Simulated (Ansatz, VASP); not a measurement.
# Hf2TeWCSO2 (2H-WSTe under Hf2CO2 MXene, AB): VASP beside Ansatz, part 2 of 2

Aim: how closely do two programs agree when they are given the same cell, functional and k mesh? The structure shown is the start of the Ansatz relaxation below; VASP solves that cell, so the two are compared at the walk's first step.

VASP 6.6.1 and Ansatz 0.2.0.

So far: Starting point; Ansatz: relaxation, PBE with D3(BJ).

## Step 3: VASP: single point, PBE with D3(BJ), start cell

Level of this step: PBE with D3(BJ), no spin polarisation; plane waves and PAW (Te, W, S, O, Hf_pv, C) (VASP).

The same cell, functional, mesh and smearing now go to VASP, with its own data sets.

Lines of VASP's logs that name or quote its potential files are left out, and so is its time.

INCAR

```
SYSTEM = Hf2TeWCSO2
PREC = Accurate
ENCUT = 520
EDIFF = 1E-06
NELM = 120
ISMEAR = -1
SIGMA = 0.05
LREAL = .FALSE.
ALGO = Normal
GGA = PE
IVDW = 12
NBANDS = 35
LASPH = .TRUE.
LORBIT = 11
LWAVE = .FALSE.
LCHARG = .FALSE.
ISIF = 2
LDIPOL = .TRUE.
IDIPOL = 3
DIPOL = 0.5 0.5 0.512
LVHAR = .TRUE.
GGA_COMPAT = .FALSE.
EFERMI = MIDGAP
NELMDL = -8
KPAR = 2
```

POSCAR

```
Hf2TeWCSO2
1.0
    3.3270000000      0.0000000000      0.0000000000
   -1.6635000000      2.8812670000      0.0000000000
    0.0000000000      0.0000000000     54.2165970000
Te W S O Hf C
1 1 1 2 2 1
Direct
    0.3333332176      0.6666664353      0.3928686266
    0.0000000000      0.0000000000      0.4315307543
    0.3333332176      0.6666664353      0.4613651794
    0.6666666088      0.3333332176      0.5157765619
    0.0000000000      0.0000000000      0.6071313734
    0.0000000000      0.0000000000      0.5375175428
    0.6666666088      0.3333332176      0.5853903925
    0.3333332176      0.6666664353      0.5614539769
```

KPOINTS

```
Automatic mesh
0
Gamma
12 12 1
0 0 0
```

Potentials, in the order of the species: Te, W, S, O, Hf_pv and C (PBE family, release 64).

Run with:

```
> mpirun -np 2 vasp_std
```

Numbers of over 12 decimals in the logs are rounded to 6 here.

The program printed:

```text
[banner, memory and clock lines left out]
running    2 mpi-ranks, on    1 nodes
 distrk:  each k-point on    1 cores,    2 groups
 distr:  one band on    1 cores,    1 groups

 POSCAR found type information on POSCAR TeW S O HfC
 POSCAR found :  6 types and       8 ions
 LDA part: xc-table for (Slater+PW92), standard interpolation
|                                                                             |
|           W    W    AA    RRRRR   N    N  II  N    N   GGGG   !!!           |
|           W    W   A  A   R    R  NN   N  II  NN   N  G    G  !!!           |
|           W    W  A    A  R    R  N N  N  II  N N  N  G       !!!           |
|           W WW W  AAAAAA  RRRRR   N  N N  II  N  N N  G  GGG   !            |
|           WW  WW  A    A  R   R   N   NN  II  N   NN  G    G                |
|           W    W  A    A  R    R  N    N  II  N    N   GGGG   !!!           |
|                                                                             |
|     One of the lattice vectors is very long (>50 A), but AMIN is rather     |
|     large. This can spoil convergence since charge sloshing might occur     |
|     along the long lattice vector. If problems with convergence are         |
|     observed, try to decrease AMIN to a smaller value (e.g. 0.01).          |
|     Note: This warning only applies if the self-consistency cycle is        |
|     used.                                                                   |
|                                                                             |

 POSCAR, INCAR and KPOINTS ok, starting setup
 FFT: planning ... GRIDC
 FFT: planning ... GRID_SOFT
 FFT: planning ... GRID
 WAVECAR not read
 entering main loop
       N       E                     dE             d eps       ncg     rms          rms(c)
DAV:   1     0.386492289353E+03    0.38649E+03   -0.22989E+04  1642   0.117E+03
DAV:   2    -0.193001143905E+02   -0.40579E+03   -0.39616E+03  1868   0.256E+02
DAV:   3    -0.799145373205E+02   -0.60614E+02   -0.60016E+02  1611   0.974E+01
DAV:   4    -0.822743987069E+02   -0.23599E+01   -0.23369E+01  1753   0.205E+01
DAV:   5    -0.823627767704E+02   -0.88378E-01   -0.88203E-01  1892   0.360E+00
DAV:   6    -0.823655093374E+02   -0.27326E-02   -0.27311E-02  1852   0.623E-01
DAV:   7    -0.823655952451E+02   -0.85908E-04   -0.85884E-04  1908   0.102E-01
DAV:   8    -0.823655987665E+02   -0.35214E-05   -0.35205E-05  1804   0.178E-02    0.723E+01
DAV:   9    -0.198679970294E+03   -0.11631E+03   -0.79997E+02  2230   0.589E+01    0.161E+02
DAV:  10    -0.682273147893E+02    0.13045E+03   -0.14228E+03  2344   0.628E+01    0.619E+01
DAV:  11    -0.414632003494E+03   -0.34640E+03   -0.43747E+03  2382   0.106E+02    0.117E+02
DAV:  12    -0.784879415347E+02    0.33614E+03   -0.79207E+03  2136   0.208E+02    0.113E+02
DAV:  13    -0.252652411996E+03   -0.17416E+03   -0.14323E+03  2086   0.146E+02    0.564E+01
DAV:  14    -0.104455478840E+03    0.14820E+03   -0.12746E+03  2060   0.609E+01    0.870E+01
[...]
DAV:  92    -0.706005507005E+02    0.22003E-03   -0.26296E-04  1585   0.813E-02    0.412E-01
DAV:  93    -0.706004685946E+02    0.82106E-04   -0.34004E-04  1561   0.812E-02    0.179E-01
DAV:  94    -0.706004624833E+02    0.61113E-05   -0.85089E-05  1776   0.443E-02    0.567E-02
DAV:  95    -0.706004711765E+02   -0.86931E-05   -0.45609E-05  1525   0.285E-02    0.153E-02
DAV:  96    -0.706004690519E+02    0.21246E-05   -0.88275E-06  1635   0.129E-02    0.275E-02
DAV:  97    -0.706004709887E+02   -0.19368E-05   -0.52713E-06  1649   0.156E-02    0.338E-02
DAV:  98    -0.706004695986E+02    0.13901E-05   -0.10420E-06   973   0.697E-03    0.316E-02
DAV:  99    -0.706004699077E+02   -0.30910E-06   -0.63409E-06  1546   0.106E-02
   1 F= -.72751017E+02 E0= -.72745466E+02  d E =-.111029E-01
```

From OUTCAR (step 3):

```text
ion  position               nearest neighbor table
   1  0.333  0.667  0.393-   2 2.84   2 2.84   2 2.84
   2  0.000  0.000  0.432-   3 2.51   3 2.51   3 2.51   1 2.84   1 2.84   1 2.84
   3  0.333  0.667  0.461-   2 2.51   2 2.51   2 2.51
   4  0.667  0.333  0.516-   6 2.25   6 2.25   6 2.25
   5  0.000  0.000  0.607-   7 2.25   7 2.25   7 2.25
   6  0.000  0.000  0.538-   4 2.25   4 2.25   4 2.25   8 2.32   8 2.32   8 2.32   7 3.23   7 3.23
                             7 3.23
   7  0.667  0.333  0.585-   5 2.25   5 2.25   5 2.25   8 2.32   8 2.32   8 2.32   6 3.23   6 3.23
                             6 3.23
   8  0.333  0.667  0.561-   7 2.32   7 2.32   6 2.32   7 2.32   6 2.32   6 2.32

  LATTYP: Found a hexagonal cell.
 ALAT       =     3.3270000000
 C/A-ratio  =    16.2959413886

 Subroutine GETGRP returns: Found  6 space group operations
 (whereof  6 operations were pure point group operations)

The static configuration has the point symmetry C_3v.

 Found     19 irreducible k-points:

   k-points           NKPTS =     19   k-points in BZ     NKDIM =     19   number of bands    NBANDS=     35

   dimension x,y,z NGX =    28 NGY =   28 NGZ =  420
   dimension x,y,z NGXF=    56 NGYF=   56 NGZF=  840

   ENCUT  =  520.0 eV  38.22 Ry    6.18 a.u.   6.19  6.19100.81*2*pi/ulx,y,z

   NELECT =      54.0000    total number of electrons

 k-points in reciprocal lattice and weights: Automatic mesh
   0.00000000  0.00000000  0.00000000       0.007
   0.08333333  0.00000000  0.00000000       0.042
   0.16666667  0.00000000  0.00000000       0.042
   0.25000000 -0.00000000  0.00000000       0.042
   0.33333333  0.00000000  0.00000000       0.042
   0.41666667  0.00000000  0.00000000       0.042
   0.50000000 -0.00000000  0.00000000       0.021
   0.08333333  0.08333333  0.00000000       0.042
   0.16666667  0.08333333  0.00000000       0.083
[...]
0.33333333  0.25000000  0.00000000       0.083
   0.33333333  0.33333333  0.00000000       0.014

 dipolmoment           0.000000      0.000000      0.138429 electrons x Angstroem

 average (electrostatic) potential at core
       1 -97.2604       2 -48.7178       3 -94.2409       4 -77.7692       5 -77.6382
       6 -45.5080       7 -45.4434       8 -56.5325

 E-fermi :  -2.8503

 k-point     1 :       0.0000    0.0000    0.0000
  band No.  band energies     occupation
    ...
     23      -3.7144      2.00000
     24      -3.7144      2.00000
     25      -3.1225      1.99138
     26      -3.1225      1.99138
     27      -2.9704      1.83376
     28      -1.3055      0.00000
     29      -1.3055      0.00000
     30      -0.8161      0.00000
     31      -0.1825      0.00000
     32      -0.1825      0.00000
    ...

 k-point     2 :       0.0833    0.0000    0.0000
  band No.  band energies     occupation
    ...
     23      -4.0685      2.00000
     24      -3.9086      2.00000
     25      -3.4030      1.99997
     26      -3.2061      1.99838
     27      -2.9576      1.79058
     28      -1.3976      0.00000
     29      -1.0644      0.00000
     30      -0.6754      0.00000
     31      -0.3119      0.00000
     32      -0.1467      0.00000
    ...

 k-point     3 :       0.1667    0.0000    0.0000
  band No.  band energies     occupation
    ...
     23      -4.2773      2.00000
     24      -4.0829      2.00000
     25      -3.9934      2.00000
     26      -3.3167      1.99982
     27      -3.1656      1.99636
     28      -1.7983      0.00000
     29      -1.0298      0.00000
     30      -0.5333      0.00000
     31      -0.3055      0.00000
     32      -0.2428      0.00000
    ...

 Edisp (eV)   -2.15055

  Total     -10.80753   -10.80753   -13.21224     0.00000    -0.00000    -0.00000
  in kB     -33.31719   -33.31720   -40.73037     0.00000    -0.00000    -0.00000
  external pressure =      -35.79 kB  Pullay stress =        0.00 kB

  energy-cutoff  :      520.00
  volume of cell :      519.72
      direct lattice vectors                 reciprocal lattice vectors
     3.327000000  0.000000000  0.000000000     0.300571085  0.173534768  0.000000000
    -1.663500000  2.881267000  0.000000000     0.000000000  0.347069536  0.000000000
     0.000000000  0.000000000 54.216597000     0.000000000  0.000000000  0.018444536

 POSITION                                       TOTAL-FORCE (eV/Angst)
 -----------------------------------------------------------------------------------
     -0.00000      1.92084     21.30000        -0.000000     -0.000000      2.062496
      0.00000      0.00000     23.39613         0.000000     -0.000000      0.091532
     -0.00000      1.92084     25.01365         0.000000      0.000000     -2.048961
      1.66350      0.96042     27.96365        -0.000000      0.000000      3.067426
      0.00000      0.00000     32.91660         0.000000      0.000000     -3.335227
      0.00000      0.00000     29.14237         0.000000     -0.000000     -4.132776
      1.66350      0.96042     31.73787         0.000000      0.000000      4.418320
     -0.00000      1.92084     30.44012        -0.000000      0.000000     -0.122809
 -----------------------------------------------------------------------------------
    total drift:                                0.000001      0.001192     -0.001432

  FREE ENERGIE OF THE ION-ELECTRON SYSTEM (eV)
  ---------------------------------------------------
  free  energy   TOTEN  =       -72.7510172221 eV

  energy  without entropy=      -72.7399143479  energy(sigma->0) =      -72.74546579

 vacuum level on the upper side and lower side of the slab         4.001         1.391

 total charge
# of ion       s       p       d       tot
------------------------------------------
    1        1.389   1.948   0.063   3.400
    2        0.489   0.517   3.983   4.990
    3        1.363   2.277   0.000   3.640
    4        1.569   3.368   0.000   4.937
    5        1.570   3.360   0.000   4.930
    6        0.300   6.563   1.450   8.313
    7        0.300   6.562   1.448   8.310
    8        0.862   1.563   0.000   2.426
--------------------------------------------------
tot          7.843  26.158   6.944  40.945

[... 3 further parts left out ...]
```

## Step 4: Comparison

Known differences besides the potentials themselves: Ansatz cuts the interaction across the vacuum, VASP repeats the sheet with a dipole correction; the data sets hold 104 valence electrons in Ansatz (on its default PAW (the set named soft_2) files) and 54 in VASP; the cutoff is 420 eV in Ansatz and 520 eV in VASP. Total energies have different zeros and are not compared.

Forces (eV/Å; atoms numbered as in POSCAR):

```tsv
atom	Ansatz x, y, z	VASP x, y, z
Te1	0.000, 0.000, 1.994	0.000, 0.000, 2.062
W2	0.000, 0.000, 0.074	0.000, 0.000, 0.092
S3	0.000, 0.000, -1.964	0.000, 0.000, -2.049
O4	0.000, 0.000, 2.937	0.000, 0.000, 3.067
O5	0.000, 0.000, -3.193	0.000, 0.000, -3.335
Hf6	0.000, 0.000, -4.086	0.000, 0.000, -4.133
Hf7	0.000, 0.000, 4.355	0.000, 0.000, 4.418
C8	0.000, 0.000, -0.117	0.000, 0.000, -0.123
```

The forces differ by 48 meV/Å r.m.s., which is 2.9 % of the r.m.s. force of 1.653 eV/Å (both taken over all components). VASP's last cycles still show a density residual of 3e-03, so its state may not be settled. With vacuum in the cell, a pressure given here is an average over mostly empty space and none of the material.

## Step 5: Results

- r.m.s. force difference (single point, PBE with D3(BJ), start cell): 2.9 % of the r.m.s. force

**Reading.** The r.m.s. force difference is 2.9 % of the r.m.s. force (single point, PBE with D3(BJ), start cell), at about the 3 % picked in this series as the mark of a large difference. The data sets hold unlike numbers of valence electrons (104 in Ansatz and 54 in VASP), so part of the differences comes from the potentials. VASP runs on this material, other cells of it included, that failed, so that no pair exists: single point, PBE (not converged) and single point, PBE (timeout). How closely two codes agree says nothing of how well the functional describes the real material.

[Lines on the potential files, build, host, timing and source positions are cut from VASP's logs without a mark.]

[Logs are printed without paths, hosts, clocks, repeated set-up lines and the standing remarks that a program may print on its own settings, such as how far it seeks lower states.]

[Hosts, paths, dates, database ids (printed as entryN), source tags and the programs' standing remarks are cut or masked in the printed files.]
